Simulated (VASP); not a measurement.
These are LDA (Ceperley-Alder, Perdew-Zunger), VASP's LDA PAW potentials (set 64) (plane waves; VASP) values and carry that method's errors.

VASP input:

INCAR:
```
! general
SYSTEM   =  TiCo
PREC     =  Accurate
ENCUT    =  500   ! plane-wave cut-off (eV)
LREAL    =  .False.   ! projection in real space or not
LASPH    =  .True.   ! aspherical one-centre terms

! electronic loop
EDIFF    =  1E-6
NELM     =  100
ALGO     =  Normal
LMAXMIX  =  4

! smearing
ISMEAR   =  1
SIGMA    =  0.1   ! width (eV)

! ions
IBRION   =  2
NSW      =  40   ! most ionic steps
ISIF     =  3
EDIFFG   =  -0.02
PSTRESS  =  450   ! kbar

! output
LWAVE    =  .False.
LCHARG   =  .False.
```

File KPOINTS:
```
Automatic mesh
0
Gamma
13 13 13
0 0 0
```

**POSCAR**
```
TiCo
1.0
  2.7932096778   0.0000000000   0.0000000000
  0.0000000000   2.7932096778   0.0000000000
  0.0000000000   0.0000000000   2.7932096778
Ti Co
1 1
Cart
  0.0000000000   0.0000000000   0.0000000000
  1.3966048389   1.3966048389   1.3966048389
```

POTCAR, in this order: Ti_sv Co (LDA.64 set). Program: vasp_std.

The resulting files:

File OSZICAR:
```
       N       E                     dE             d eps       ncg     rms          rms(c)
DAV:   1     0.150270142455E+03    0.15027E+03   -0.10356E+04  2358   0.192E+03
DAV:   2    -0.100565020587E+02   -0.16033E+03   -0.15764E+03  2364   0.413E+02
DAV:   3    -0.190448283939E+02   -0.89883E+01   -0.88984E+01  3606   0.109E+02
DAV:   4    -0.192889023882E+02   -0.24407E+00   -0.24304E+00  2888   0.149E+01
DAV:   5    -0.192972847493E+02   -0.83824E-02   -0.83822E-02  3334   0.258E+00    0.165E+01
DAV:   6    -0.180049644218E+02    0.12923E+01   -0.12470E+01  2484   0.568E+01    0.761E+00
DAV:   7    -0.188695450357E+02   -0.86458E+00   -0.19025E+01  3578   0.531E+01    0.162E+01
DAV:   8    -0.173635266795E+02    0.15060E+01   -0.87578E+00  3428   0.340E+01    0.218E+00
DAV:   9    -0.173996030851E+02   -0.36076E-01   -0.23315E-01  3364   0.539E+00    0.183E+00
DAV:  10    -0.173793629056E+02    0.20240E-01   -0.89254E-02  3498   0.415E+00    0.464E-01
DAV:  11    -0.173780789413E+02    0.12840E-02   -0.65358E-03  3298   0.906E-01    0.160E-01
DAV:  12    -0.173778214725E+02    0.25747E-03   -0.68269E-04  3600   0.261E-01    0.482E-02
DAV:  13    -0.173778066507E+02    0.14822E-04   -0.52281E-05  3462   0.738E-02    0.188E-02
DAV:  14    -0.173778055692E+02    0.10814E-05   -0.56506E-06  3162   0.291E-02    0.316E-03
DAV:  15    -0.173778055042E+02    0.65068E-07   -0.59545E-07  1320   0.121E-02
   1 F= -.11256944E+02 E0= -.11257231E+02  d E =-.112569E+02
       N       E                     dE             d eps       ncg     rms          rms(c)
DAV:   1    -0.219809735724E+02   -0.46032E+01   -0.13760E+02  2454   0.183E+02    0.257E+01
DAV:   2    -0.213791032440E+02    0.60187E+00   -0.62560E+01  2554   0.132E+02    0.192E+01
DAV:   3    -0.169673653937E+02    0.44117E+01   -0.37597E+01  3382   0.973E+01    0.107E+01
DAV:   4    -0.160923042243E+02    0.87506E+00   -0.71032E+00  3332   0.329E+01    0.269E+00
DAV:   5    -0.161232683862E+02   -0.30964E-01   -0.56389E-01  3382   0.104E+01    0.212E+00
DAV:   6    -0.161781507488E+02   -0.54882E-01   -0.94272E-02  3498   0.251E+00    0.119E+00
DAV:   7    -0.162156227771E+02   -0.37472E-01   -0.68880E-02  3474   0.212E+00    0.219E-01
DAV:   8    -0.162210280115E+02   -0.54052E-02   -0.21238E-02  3412   0.105E+00    0.215E-01
DAV:   9    -0.162214647632E+02   -0.43675E-03   -0.28593E-03  3022   0.584E-01    0.424E-02
DAV:  10    -0.162214682908E+02   -0.35276E-05   -0.22239E-04  3168   0.154E-01    0.110E-02
DAV:  11    -0.162214683462E+02   -0.55471E-07   -0.60831E-06  2506   0.241E-02
   2 F= -.10975531E+02 E0= -.10975687E+02  d E =0.281413E+00
       N       E                     dE             d eps       ncg     rms          rms(c)
DAV:   1    -0.202103538413E+02   -0.39889E+01   -0.76590E+01  2582   0.156E+02    0.164E+01
DAV:   2    -0.210006688161E+02   -0.79031E+00   -0.41371E+01  3212   0.941E+01    0.236E+01
DAV:   3    -0.174849033843E+02    0.35158E+01   -0.39905E+01  3488   0.750E+01    0.660E+00
DAV:   4    -0.171985852426E+02    0.28632E+00   -0.15981E+00  3052   0.158E+01    0.374E+00
DAV:   5    -0.171553761944E+02    0.43209E-01   -0.49112E-01  3254   0.799E+00    0.170E+00
DAV:   6    -0.171590340644E+02   -0.36579E-02   -0.19171E-02  2714   0.154E+00    0.165E+00
DAV:   7    -0.171709353092E+02   -0.11901E-01   -0.28708E-02  3098   0.199E+00    0.817E-01
DAV:   8    -0.171748482296E+02   -0.39129E-02   -0.49169E-02  3630   0.191E+00    0.187E-01
DAV:   9    -0.171751254596E+02   -0.27723E-03   -0.16865E-03  2842   0.420E-01    0.130E-01
DAV:  10    -0.171750430437E+02    0.82416E-04   -0.48808E-04  3184   0.234E-01    0.557E-02
DAV:  11    -0.171750309292E+02    0.12115E-04   -0.99872E-05  3336   0.771E-02    0.117E-02
DAV:  12    -0.171750308394E+02    0.89717E-07   -0.32875E-06  2252   0.195E-02
   3 F= -.11302422E+02 E0= -.11302838E+02  d E =-.454779E-01
       N       E                     dE             d eps       ncg     rms          rms(c)
DAV:   1    -0.171657463495E+02    0.92846E-02   -0.18146E-02  2484   0.225E+00    0.264E-01
DAV:   2    -0.171660521818E+02   -0.30583E-03   -0.11203E-02  3012   0.161E+00    0.335E-01
DAV:   3    -0.171650815545E+02    0.97063E-03   -0.86267E-03  3474   0.129E+00    0.110E-01
DAV:   4    -0.171649754929E+02    0.10606E-03   -0.43686E-04  3276   0.261E-01    0.338E-02
DAV:   5    -0.171649808529E+02   -0.53600E-05   -0.35621E-05  3194   0.466E-02    0.223E-02
DAV:   6    -0.171649874789E+02   -0.66260E-05   -0.17801E-05  3136   0.257E-02    0.142E-02
DAV:   7    -0.171649895835E+02   -0.21047E-05   -0.90904E-06  2730   0.295E-02    0.188E-03
DAV:   8    -0.171649896186E+02   -0.35056E-07   -0.10667E-06  1686   0.887E-03
   4 F= -.11302509E+02 E0= -.11302935E+02  d E =-.455649E-01
```

### OUTCAR
```
------------------------ aborting loop because EDIFF is reached ----------------------------------------
  FORCE on cell =-STRESS in cart. coord.  units (eV):
  Direction    XX          YY          ZZ          XY          YZ          ZX
  --------------------------------------------------------------------------------------
  Total        5.8429190      5.8429190      5.8429190      0.0000000     -0.0000000      0.0000000
  in kB      448.4984617    448.4984617    448.4984617      0.0000000     -0.0000000      0.0000000
  external PRESSURE =      -1.5015383 kB  Pullay stress =     450.0000000 kB
  volume of cell :       20.87
      direct lattice vectors                 reciprocal lattice vectors
     2.753339907  0.000000000  0.000000000     0.363195259  0.000000000  0.000000000
    -0.000000000  2.753339907  0.000000000    -0.000000000  0.363195259 -0.000000000
    -0.000000000  0.000000000  2.753339907    -0.000000000 -0.000000000  0.363195259
 POSITION                                       TOTAL-FORCE (eV/Angst)
 -----------------------------------------------------------------------------------
      0.00000      0.00000      0.00000         0.000000      0.000000      0.000000
      1.37667      1.37667      1.37667        -0.000000      0.000000      0.000000
 -----------------------------------------------------------------------------------
    total drift:                               -0.000000      0.000000      0.000000
  FREE ENERGIE OF THE ION-ELECTRON SYSTEM (eV)
  ---------------------------------------------------
  free  energy   TOTEN  =       -17.1649896186 eV

  energy  without entropy=      -17.1662664322  energy(sigma->0) =      -17.16541522
  enthalpy is  TOTEN    =       -11.3025090030 eV   P V=        5.8624806156

 reached required accuracy - stopping structural energy minimisation
```
(Selected blocks of OUTCAR.)

File CONTCAR:
```
TiCo
   1.00000000000000
     2.7533399067229407    0.0000000000000000    0.0000000000000000
    -0.0000000000000000    2.7533399067229407    0.0000000000000000
    -0.0000000000000000    0.0000000000000000    2.7533399067229407
  Ti              Co
     1     1
Direct
     0.0000000000000000    0.0000000000000000    0.0000000000000000
     0.5000000000000000    0.5000000000000000    0.5000000000000000
```

OUTCAR:
```
 val. band max:       13.1629510101   @ k =   0.4615   0.1538   0.0000

 cond. band min:      13.1897902066   @ k =   0.3846   0.3846   0.3077


 Fermi energy:        13.1857845759

 k-point     1 :       0.0000    0.0000    0.0000
  band No.  band energies     occupation
      1     -42.9673      2.00000
      2     -19.3115      2.00000
      3     -19.3115      2.00000
      4     -19.3115      2.00000
      5       4.6647      2.00000
      6       7.9012      2.00000
      7       7.9012      2.00000
      8      11.1900      2.00000
      9      11.1900      2.00000
     10      11.1900      2.00000
     11      14.1518     -0.00000
     12      14.1518     -0.00000
     13      16.8524      0.00000
     14      16.8524      0.00000

 k-point     2 :       0.0769    0.0000    0.0000
  band No.  band energies     occupation
      1     -42.9620      2.00000
      2     -19.3538      2.00000
      3     -19.3089      2.00000
      4     -19.3089      2.00000
      5       4.8134      2.00000
      6       7.9702      2.00000
      7       7.9931      2.00000
      8      11.1805      2.00000
      9      11.1805      2.00000
     10      11.2197      2.00000
     11      14.0596     -0.00000
     12      14.1906     -0.00000
     13      16.6166      0.00000
     14      16.6166      0.00000

 k-point     3 :       0.1538    0.0000    0.0000
  band No.  band energies     occupation
      1     -42.9471      2.00000
      2     -19.4698      2.00000
      3     -19.3018      2.00000
      4     -19.3018      2.00000
      5       5.2460      2.00000
      6       8.1736      2.00000
      7       8.2471      2.00000
      8      11.1575      2.00000
      9      11.1575      2.00000
     10      11.3043      2.00000
     11      13.7910     -0.00000
     12      14.2891     -0.00000
     13      16.0375      0.00000
     14      16.0375      0.00000

 k-point     4 :       0.2308    0.0000    0.0000
  band No.  band energies     occupation
...
```

Energy and stress use the plane-wave basis of the starting cell.

The compound is TiCo in the CsCl type structure. This run relaxes it under an external pressure of 45 GPa. Symmetry was kept, so distortions that lower it aren't found. The run is not spin-polarised, so no magnetic state was tried. The electron count is odd and the run is not spin-polarised, which forces a metal.
